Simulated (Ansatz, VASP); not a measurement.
**Cross-check of TiRuC2 between VASP and Ansatz**

Aim: how closely do two programs agree when they are given the same cell, functional and k mesh? The cell is invented: As first built, before any earlier steps moved the atoms (in the runner's words): it takes the ZrTiC2 structure with some of its atoms replaced by other elements, volume scaled by an estimate. It may not be a known or stable phase. The cell is taken from a series of VASP runs on this material, whose earlier steps may have relaxed, scaled or displaced it; both programs get it as it stands. Valence electrons are named where the data sets of a main pair hold unlike numbers.

Program: Ansatz 0.2.0. Level of theory: plane waves, with VASP 6.6.1 beside it; band structure at PBEsol with D4, single point at PBEsol with D4 and electric field gradients at PBEsol with D4. Results are calculated unless marked as measured.

### 1. Set-up

It takes space group R3m (No. 160, trigonal). Conventional cell: a = 3.072 Å, b = 3.072 Å, c = 14.100 Å, α = 90.00°, β = 90.00°, γ = 120.00°. Ru has 6 C at 2.11 to 2.12 Å nearest. Nearest to Ti lie 6 C at 2.13 to 2.14 Å. C has 3 Ru at 2.12 Å and 3 Ti at 2.13 Å nearest. Nearest to C lie 3 Ru at 2.11 Å and 3 Ti at 2.14 Å. As first built, before any earlier steps moved the atoms (in the runner's words): sites of the ZrTiC2 structure (space group 166) filled with other elements, volume scaled by an estimate. Farther neighbours are not listed.

### 2. VASP: band structure, PBEsol with D4

A single point gives forces, pressure and levels at one fixed geometry, so differences don't come from the geometry; what else differs is listed under the comparison.

Lines of VASP's logs that name or quote its potential files are left out, and so is its time.

The input, INCAR:

```
SYSTEM = TiRuC2
PREC = Accurate
ENCUT = 520
EDIFF = 1E-06
NELM = 100
ISMEAR = 0
SIGMA = 0.05
LREAL = .FALSE.
ALGO = Normal
GGA = PS
IVDW = 13
NBANDS = 31
LASPH = .TRUE.
LORBIT = 11
LWAVE = .FALSE.
LCHARG = .FALSE.
KPAR = 2
```

The input, POSCAR:

```
TiRuC2
1.0
    1.5361499698      0.8868965974      4.6999418066
   -1.5361499698      0.8868965974      4.6999418066
    0.0000000000     -1.7737931947      4.6999418066
Ru Ti C
1 1 2
Direct
    0.9997592224      0.9997592224      0.9997592224
    0.4999985729      0.4999985729      0.4999985729
    0.7492614186      0.7492614186      0.7492614186
    0.2514237731      0.2514237731      0.2514237731
```

The input, KPOINTS:

```
Automatic mesh
0
Gamma
7 7 7
0 0 0
```

The input, KPOINTS_OPT:

```
Line mode
16
Line-mode
Reciprocal
  0.00000000   0.00000000   0.00000000 GAMMA
  0.50000000   0.00000000   0.00000000 L

  0.50000000   0.00000000   0.00000000 L
  0.50000000   0.19040607  -0.19040607 B1

  0.80959393   0.50000000   0.19040607 B
  0.50000000   0.50000000   0.50000000 Z

  0.50000000   0.50000000   0.50000000 Z
  0.00000000   0.00000000   0.00000000 GAMMA

  0.00000000   0.00000000   0.00000000 GAMMA
  0.34520303   0.00000000  -0.34520303 X

  0.65479697   0.34520303   0.00000000 Q
  0.50000000   0.50000000   0.00000000 F

  0.50000000   0.50000000   0.00000000 F
  0.65479697   0.65479697   0.19040607 P1

  0.65479697   0.65479697   0.19040607 P1
  0.50000000   0.50000000   0.50000000 Z

  0.50000000   0.00000000   0.00000000 L
  0.80959393   0.34520303   0.34520303 P
```

The projector-augmented-wave data sets are Ru_pv, Ti_sv and C (PBE family, release 64).

On the command line:

```bash
$ mpirun -np 2 vasp_std
```

Numbers of over 12 decimals in the logs are rounded to 6 here.

Output:

```text
[banner, memory and clock lines left out]
running    2 mpi-ranks, on    1 nodes
 distrk:  each k-point on    1 cores,    2 groups
 distr:  one band on    1 cores,    1 groups

 POSCAR found type information on POSCAR RuTiC
 POSCAR found :  3 types and       4 ions
|                                                                             |
|               ----> ADVICE to this user running VASP <----                  |
|                                                                             |
|     You enforced a specific xc type in the INCAR file but a different       |
|     [... a line on the potential file left out ...]
|     I HOPE YOU KNOW WHAT YOU ARE DOING!                                     |
|                                                                             |

 LDA part: xc-table for (Slater+PW92), standard interpolation
 POSCAR, INCAR and KPOINTS ok, starting setup
 FFT: planning ... GRIDC
 FFT: planning ... GRID_SOFT
 FFT: planning ... GRID
 WAVECAR not read
 entering main loop
       N       E                     dE             d eps       ncg     rms          rms(c)
DAV:   1     0.358870256418E+03    0.35887E+03   -0.16938E+04  2728   0.128E+03
DAV:   2    -0.181849482243E+02   -0.37706E+03   -0.35572E+03  2819   0.394E+02
DAV:   3    -0.451240705887E+02   -0.26939E+02   -0.26228E+02  3888   0.997E+01
DAV:   4    -0.463074943791E+02   -0.11834E+01   -0.11758E+01  3705   0.165E+01
DAV:   5    -0.463359208525E+02   -0.28426E-01   -0.28419E-01  3094   0.224E+00    0.357E+01
DAV:   6    -0.407634001533E+02    0.55725E+01   -0.28727E+01  3287   0.498E+01    0.133E+01
DAV:   7    -0.385480415028E+02    0.22154E+01   -0.88590E+00  2977   0.269E+01    0.967E+00
DAV:   8    -0.382233635653E+02    0.32468E+00   -0.37391E+00  3117   0.129E+01    0.646E+00
DAV:   9    -0.380976723218E+02    0.12569E+00   -0.44582E-01  3159   0.572E+00    0.145E+00
DAV:  10    -0.380961166911E+02    0.15556E-02   -0.41414E-02  3196   0.138E+00    0.438E-01
DAV:  11    -0.380957506594E+02    0.36603E-03   -0.49316E-03  3081   0.635E-01    0.996E-02
DAV:  12    -0.380958096630E+02   -0.59004E-04   -0.33396E-04  3481   0.147E-01    0.371E-02
DAV:  13    -0.380958088714E+02    0.79160E-06   -0.49390E-05  3149   0.449E-02    0.105E-02
DAV:  14    -0.380958083861E+02    0.48526E-06   -0.36731E-06  3156   0.164E-02
   1 F= -.38893081E+02 E0= -.38891367E+02  d E =-.342830E-02
 Start KPOINTS_OPT (optional k-point list driver)
k-point batch [1-44\144]
       N       E                     dE             ncg
DAV:   1     0.468419216002E+04   -0.42509E+05     2736
DAV:   2    -0.115382680869E+05   -0.16222E+05     2833
DAV:   3    -0.126600638111E+05   -0.11218E+04     4096
DAV:   4    -0.127118179554E+05   -0.51754E+02     3453
DAV:   5    -0.127129856221E+05   -0.11677E+01     3371
DAV:   6    -0.127130106140E+05   -0.24992E-01     3126
DAV:   7    -0.127130113519E+05   -0.73788E-03     3243
DAV:   8    -0.127130113763E+05   -0.24447E-04     2413
DAV:   9    -0.127130113772E+05   -0.92849E-06     2091
[...]
k-point batch [133-144\144]
       N       E                     dE             ncg
DAV:   1     0.373600488621E+05   -0.16150E+05      744
DAV:   2     0.329313261223E+05   -0.44287E+04      786
DAV:   3     0.326313581262E+05   -0.29997E+03     1066
DAV:   4     0.326190448912E+05   -0.12313E+02     1051
DAV:   5     0.326188388746E+05   -0.20602E+00      786
DAV:   6     0.326188350372E+05   -0.38374E-02      926
DAV:   7     0.326188349238E+05   -0.11337E-03      816
DAV:   8     0.326188349204E+05   -0.34271E-05      788
DAV:   9     0.326188349202E+05   -0.12396E-06      527
```

Parts of OUTCAR (step 2):

```text
ion  position               nearest neighbor table
   1  1.000  1.000  1.000-   4 2.11   4 2.11   4 2.11   3 2.12   3 2.12   3 2.12   2 2.94   2 2.94
                             2 2.94   2 2.95   2 2.95   2 2.95
   2  0.500  0.500  0.500-   3 2.13   3 2.13   3 2.13   4 2.14   4 2.14   4 2.14   1 2.94   1 2.94
                             1 2.94   1 2.95   1 2.95   1 2.95
   3  0.749  0.749  0.749-   1 2.12   1 2.12   1 2.12   2 2.13   2 2.13   2 2.13
   4  0.251  0.251  0.251-   1 2.11   1 2.11   1 2.11   2 2.14   2 2.14   2 2.14

  LATTYP: Found a trigonal (rhomboedric) cell.
 ALAT       =     5.0235241902
 COS(alpha) =     0.8129833676

 Subroutine GETGRP returns: Found  6 space group operations
 (whereof  6 operations were pure point group operations)

The static configuration has the point symmetry C_3v.

 Found     44 irreducible k-points:

   k-points           NKPTS =     44   k-points in BZ     NKDIM =     44   number of bands    NBANDS=     31

   dimension x,y,z NGX =    40 NGY =   40 NGZ =   40
   dimension x,y,z NGXF=    80 NGYF=   80 NGZF=   80

   ENCUT  =  520.0 eV  38.22 Ry    6.18 a.u.   9.34  9.34  9.34*2*pi/ulx,y,z

   NELECT =      34.0000    total number of electrons

 k-points in reciprocal lattice and weights: Automatic mesh
   0.00000000  0.00000000  0.00000000       0.003
   0.14285714  0.00000000  0.00000000       0.017
   0.28571429  0.00000000 -0.00000000       0.017
   0.42857143 -0.00000000  0.00000000       0.017
   0.14285714  0.14285714  0.00000000       0.017
   0.28571429  0.14285714  0.00000000       0.035
   0.42857143  0.14285714  0.00000000       0.035
  -0.42857143  0.14285714  0.00000000       0.035
  -0.28571429  0.14285714  0.00000000       0.035
[...]
0.42857143  0.42857143  0.42857143       0.006
  -0.42857143  0.42857143  0.42857143       0.017

 average (electrostatic) potential at core
       1 -68.7077       2 -69.2846       3 -43.6860       4 -43.7055

 E-fermi :  11.4674

 k-point     1 :       0.0000    0.0000    0.0000
  band No.  band energies     occupation
    ...
     13       8.9135      2.00000
     14       8.9135      2.00000
     15      10.0871      2.00000
     16      11.3168      1.99998
     17      11.3168      1.99998
     18      11.8582      0.00000
     19      11.8582      0.00000
     20      12.4184      0.00000
     21      13.3007      0.00000
     22      13.3007      0.00000
    ...

 k-point     2 :       0.1429    0.0000    0.0000
  band No.  band energies     occupation
    ...
     13       8.1257      2.00000
     14       8.5434      2.00000
     15       9.2964      2.00000
     16      10.1287      2.00000
     17      11.1421      2.00000
     18      12.2052      0.00000
     19      12.5115      0.00000
     20      13.2376      0.00000
     21      13.6029      0.00000
     22      14.3672      0.00000
    ...

 k-point     3 :       0.2857    0.0000   -0.0000
  band No.  band energies     occupation
    ...
     13       6.4996      2.00000
     14       8.1224      2.00000
     15       8.1325      2.00000
     16      10.1923      2.00000
     17      11.0681      2.00000
     18      12.4389      0.00000
     19      13.0856      0.00000
     20      13.1930      0.00000
     21      14.5110      0.00000
     22      14.7328      0.00000
    ...

  DFT-D4 for vdW energy calculation

  Edisp (eV):   -0.79727

  Total      -0.00268    -0.00268     0.00060     0.00000     0.00000     0.00000
  in kB      -0.11163    -0.11163     0.02500     0.00000     0.00000     0.00000
  external pressure =       -0.07 kB  Pullay stress =        0.00 kB

  energy-cutoff  :      520.00
  volume of cell :       38.42
      direct lattice vectors                 reciprocal lattice vectors
     1.536149970  0.886896597  4.699941807     0.325489054  0.187921193  0.070922864
    -1.536149970  0.886896597  4.699941807    -0.325489054  0.187921193  0.070922864
     0.000000000 -1.773793195  4.699941807     0.000000000 -0.375842386  0.070922864

 POSITION                                       TOTAL-FORCE (eV/Angst)
 -----------------------------------------------------------------------------------
      0.00000      0.00000     14.09643         0.000000      0.000000      0.007681
      0.00000      0.00000      7.04989         0.000000      0.000000      0.005669
      0.00000      0.00000     10.56446         0.000000     -0.000000     -0.008712
      0.00000      0.00000      3.54503         0.000000     -0.000000     -0.004638
 -----------------------------------------------------------------------------------
    total drift:                               -0.000000      0.000000     -0.000170

  FREE ENERGIE OF THE ION-ELECTRON SYSTEM (eV)
  ---------------------------------------------------
  free  energy   TOTEN  =       -38.8930811163 eV

  energy  without entropy=      -38.8896528211  energy(sigma->0) =      -38.89136697

 total charge
# of ion       s       p       d       tot
------------------------------------------
    1        0.350   6.386   6.077  12.813
    2        2.192   6.249   2.047  10.487
    3        0.882   1.495   0.000   2.377
    4        0.882   1.496   0.000   2.378
--------------------------------------------------
tot          4.307  15.625   8.124  28.055

[... 3 further parts left out ...]
```

The k-mesh is coarse for a metal. Within 0.02 Å the cell has space group R-3m; at a tight tolerance a small distortion makes it R3m. Spin-orbit coupling is off here; it would split degenerate levels. The PAW data sets were made with PBE, which is usual practice but a small mismatch for other functionals. Dispersion corrections of this kind ignore metallic screening and tend to overbind metals.

### 3. Ansatz: band structure, PBEsol with D4

Ansatz runs on its default PAW (the set named soft_2) files.

The same cell, functional, mesh and smearing now go to Ansatz, which takes its cutoff from its data sets.

The input, input.yaml:

```yaml
crystal:
  lattice:
    - [1.5361499698, 0.8868965974, 4.6999418066]
    - [-1.5361499698, 0.8868965974, 4.6999418066]
    - [0.0, -1.7737931947, 4.6999418066]
  atoms:
    - { symbol: Ru, position: [0.9997592224, 0.9997592224, 0.9997592224] }
    - { symbol: Ti, position: [0.4999985729, 0.4999985729, 0.4999985729] }
    - { symbol: C, position: [0.7492614186, 0.7492614186, 0.7492614186] }
    - { symbol: C, position: [0.2514237731, 0.2514237731, 0.2514237731] }
hamiltonian:
  xc: pbesol
  pseudopotentials: { kind: paw }
  dispersion: d4
kpoints:
  mp_grid: { grid: [7, 7, 7] }
  band_path:
    path:
      - [0.0, 0.0, 0.0]
      - [0.13333, 0.0, 0.0]
      - [0.3, 0.0, 0.0]
      - [0.46667, 0.0, 0.0]
      - [0.5, 0.03808, -0.03808]
      - [0.5, 0.10155, -0.10155]
      - [0.5, 0.16502, -0.16502]
      - [0.76831, 0.5, 0.23169]
      - [0.66512, 0.5, 0.33488]
      - [0.56192, 0.5, 0.43808]
      - [0.46667, 0.46667, 0.46667]
      - [0.3, 0.3, 0.3]
      - [0.13333, 0.13333, 0.13333]
      - [0.0, 0.0, 0.0]
      - [0.11507, 0.0, -0.11507]
      - [0.20712, 0.0, -0.20712]
      - [0.32219, 0.0, -0.32219]
      - [0.62384, 0.37616, 0.0]
      - [0.57224, 0.42776, 0.0]
      - [0.52064, 0.47936, 0.0]
      - [0.52064, 0.52064, 0.02539]
      - [0.57224, 0.57224, 0.08886]
      - [0.62384, 0.62384, 0.15232]
      - [0.64448, 0.64448, 0.21105]
      - [0.59288, 0.59288, 0.31424]
      - [0.54128, 0.54128, 0.41744]
      - [0.5, 0.0, 0.0]
      - [0.6032, 0.11507, 0.11507]
      - [0.7064, 0.23014, 0.23014]
      - [0.80959, 0.3452, 0.3452]
    npoints: 1
scf:
  occupations: { method: gaussian, width: 0.05 }
  n_extra_bands: 8
output:
  forces: true
  stress: true
  eigenvalues: true
```

On the command line:

```bash
$ ansatz run input.yaml --threads 2 --pin off --max-ram 4608MiB --backend cpu --events-out ev --progress --plain --runs-dir out
```

Output:

```text
basis.fft_grid_basis auto: the FFT boxes are laid along the combinations [[1, 0, -1], [0, 1, -1], [0, 0, 1]] of the cell's own vectors, 3.072, 3.072 and 5.024 Å long. The dense box has 24×24×36 points. Along the cell's own vectors, as sized, it would have 36×36×36, 2.25 times as many. Of the 6 symmetry operations that the crystal satisfies within crystal.symmetry.tolerance (time reversal apart; of a slab, those that  [...]
scf.n_extra_bands = 8 over 18 filled bands (N_el = 36.0): the run solves 26 bands
Engine: ansatz 0.2.0, aarch64-unknown-linux-gnu
Pseudopotentials: kind: paw
Pseudopotential: Ru, paw, valence charge 16, recommended cutoff 420 eV (normal), Ru.paw.azcp
Pseudopotential: Ti, paw, valence charge 12, recommended cutoff 420 eV (normal), Ti.paw.azcp
Pseudopotential: C, paw, valence charge 4, recommended cutoff 420 eV (normal), C.paw.azcp
Functional definition: PBEsol
  exchange = pbesol_x
  correlation = pbesol_c
Crystal: 4 atoms, lattice volume = 38.419 Å³
Basis set: ecut = 420 eV, 729 PW (Γ), FFT grids on a1−a3, a2−a3, a3, exchange–correlation on 48×48×72 points (8 copies of the dense FFT grid, shifted against one another)
Bands: 26, of which v1, the nominal top of the filled ones, is band 18 counted from 1 (17 counted from 0)
Symmetry: 6 space group operations
Space group: R3m (ITA 160), of the structure as read, at distance tolerance 3.4e-5 Å
k-points: 44 of 343 (time reversal used)
Non-local potential: Ru, projectors of the file, l = 0: 3, l = 1: 2, l = 2: 2, l = 3: 1
Non-local potential: Ti, projectors of the file, l = 0: 3, l = 1: 2, l = 2: 3, l = 3: 1
Non-local potential: C, projectors of the file, l = 0: 2, l = 1: 2, l = 2: 1
PAW form: soft (Blöchl's): semilocal exchange-correlation on the pseudo side does not see the compensation charge
PAW frozen core: Ru, regenerated for the run's functional, and the local potential with it (the file was generated under x = pbe(κ = 0.804, μ = 0.219515), c = pbe(β = 0.066725))
PAW frozen core: Ti, regenerated for the run's functional, and the local potential with it (the file was generated under x = pbe(κ = 0.804, μ = 0.219515), c = pbe(β = 0.066725))
PAW frozen core: C, regenerated for the run's functional, and the local potential with it (the file was generated under x = pbe(κ = 0.804, μ = 0.219515), c = pbe(β = 0.066725))
PAW one-centre angular grid: Ru, 590 points (default); XC on 64 Gauss nodes
PAW one-centre angular grid: Ti, 590 points (default); XC on 64 Gauss nodes
PAW one-centre angular grid: C, 110 points (default); XC on 64 Gauss nodes
Initial density: superposition of atomic densities (neutral atoms: chi_scale 0, normalization atom), corrected by the library's trained network
Initial wavefunctions: pseudopotential atomic-orbital guess
Functional: x = pbesol(κ = 0.804, μ = 0.123457), c = pbesol(β = 0.046)
SCF iter   1: F=—  HF=-8784.917951 eV  |F-HF|=—  |Δ(HF+E_count)|=         —  Δρ=1.96e-2  dr2=2.41e-1  ethr=1.77e-3  ⟨swp⟩=5.4  Hψ=4439  notcnv=0  defer=7
preconditioner: auto → Kerker (q_TF=auto, 2.699 Å⁻¹)  [metal: Δε(μ)=0.008 eV  Ē_g=8.796 eV  σ=0.050 eV  W_gap=0.09  n_scr=16 (ndim 8)  ℏωp=26.8 eV  f_vac=0.000  D(μ)=4.13/eV (n_scr^D=60)]
SCF iter   2: F=—  HF=-8784.897065 eV  |F-HF|=—  |Δ(HF+E_count)|=   2.09e-2  Δρ=1.05e-2  dr2=7.81e-2  ethr=6.68e-4  ⟨swp⟩=2.0  Hψ=1716  notcnv=0  defer=92
SCF iter   3: F=—  HF=-8784.886980 eV  |F-HF|=—  |Δ(HF+E_count)|=   1.01e-2  Δρ=1.06e-3  dr2=8.70e-4  ethr=2.17e-4  ⟨swp⟩=2.2  Hψ=1419  notcnv=0  defer=98
SCF iter   4: F=—  HF=-8784.886761 eV  |F-HF|=—  |Δ(HF+E_count)|=   2.19e-4  Δρ=3.07e-4  dr2=7.15e-5  ethr=2.42e-6  ⟨swp⟩=2.2  Hψ=1740  notcnv=0  defer=98
SCF iter   5: F=—  HF=-8784.886753 eV  |F-HF|=—  |Δ(HF+E_count)|=   7.65e-6  Δρ=8.59e-5  dr2=3.11e-6  ethr=1.99e-7  ⟨swp⟩=2.2  Hψ=1355  notcnv=0  defer=98
SCF iter   6: F=—  HF=-8784.886753 eV  |F-HF|=—  |Δ(HF+E_count)|=   6.60e-7  Δρ=2.26e-5  dr2=2.34e-7  ethr=8.65e-9  ⟨swp⟩=2.3  Hψ=1509  notcnv=0  defer=98
SCF iter   7: F=-8784.886753 eV  HF=-8784.886753 eV  |F-HF|=9.42e-9  |Δ(HF+E_count)|=   5.13e-8  Δρ=5.65e-6  dr2=1.58e-8  ethr=2.78e-10  ⟨swp⟩=8.2  Hψ=4502  notcnv=0
SCF 1 converged in 7 iterations: F = -8784.886753 eV  dr2 = 1.58e-8
  greatest PAW one-centre occupation: 0.999 electrons in one spin orbital (limit 2), on the Ti atom at site 1 (counted from 0), in its partial waves of l = 0
NSCF: frozen V_eff on 30 k-points
SCF converged after 7 iterations
Free energy (F): -8784.886753 eV
Harris-Foulkes:  -8784.886753 eV  (|F-HF|=9.42e-9)
Internal energy: -8784.883306 eV  (E = F + TS)
E sigma→0 (E₀):  -8784.885029 eV
Entropy (-TS):   -0.003447 eV (-0.862 meV/atom)
Fermi energy:    18.561409 eV
--- Per-component energies (eV) ---
  E_band       = -156.897799
  E_kinetic    = 967.466669
  E_local      = -2221.605602  (includes V_loc(G=0)·N_el)
  E_nonlocal   = 406.420428
  E_hartree    = 788.876119
  E_xc         = -384.495934
  E_vxc        = -482.806945  (∫ρ·V_xc dr)
  E_paw        = -4611.114926  (= ΣΔE_a)
  E_vpaw       = -404.125867  (= ΣTr[D̂ρ^β])
  E_aug_tail   = -0.000075  (compensation charges beyond the density's cutoff)
  E_ewald      = -3730.067295
  E_disp       = -0.797571  (pairwise vdW)
  E_core_change = 0.434881  (= ΣΔE_core)
  E_smearing   = -0.003447  (= −TS)
  E_closure    = -0.000000  (closes the sum)
  Σ components = -8784.886753   (vs F -8784.886753, Δ=0.00e0)
--- Forces (eV/Å), atoms counted from 1 ---
  atom   1  Ru    -0.00000000     0.00000000     0.00727463
  atom   2  Ti     0.00000000     0.00000000     0.00543870
  atom   3  C      0.00000000     0.00000000     0.00075978
  atom   4  C     -0.00000000    -0.00000000    -0.01347677
  max |Σ_I F_I| component: 3.66e-6 eV/Å
--- Stress (GPa, compression-positive) ---
       -0.255803       0.000000      -0.000000
        0.000000      -0.255803       0.000000
       -0.000000       0.000000      -0.225536
  P = ⅓ Tr σ = -0.2457 GPa (-2.457 kbar)
--- Band table (eV; the first three rows and the last of 44) ---
  k-point 0: bands = [... 14 lower, 16.0074, 17.1841, 18.4164, 18.4164, 18.9506, 18.9506, 19.5092, 20.4038, ... 4 higher]
  k-point 1: bands = [... 14 lower, 15.6373, 16.3896, 17.2248, 18.2389, 19.2990, 19.6075, 20.3373, 20.7048, ... 4 higher]
  k-point 2: bands = [... 14 lower, 15.2139, 15.2256, 17.2873, 18.1627, 19.5352, 20.1858, 20.2909, 21.6157, ... 4 higher]
  k-point 43: bands = [... 14 lower, 15.3858, 15.4187, 16.7552, 17.1703, 19.6128, 19.6685, 20.2045, 20.9944, ... 4 higher]
```

The job ended after 6.6 s (2 threads of Arm Neoverse N1, shared host; peak memory 0.37 GiB).

(Part 1 of 2 ends here.)

[Lines on the potential files, build, host, timing and source positions are cut from VASP's logs without a mark.]

[Logs are printed without paths, hosts, clocks, repeated set-up lines and the standing remarks that a program may print on its own settings, such as how far it seeks lower states.]

[Hosts, paths, dates, database ids (printed as entryN), source tags and the programs' standing remarks are cut or masked in the printed files.]
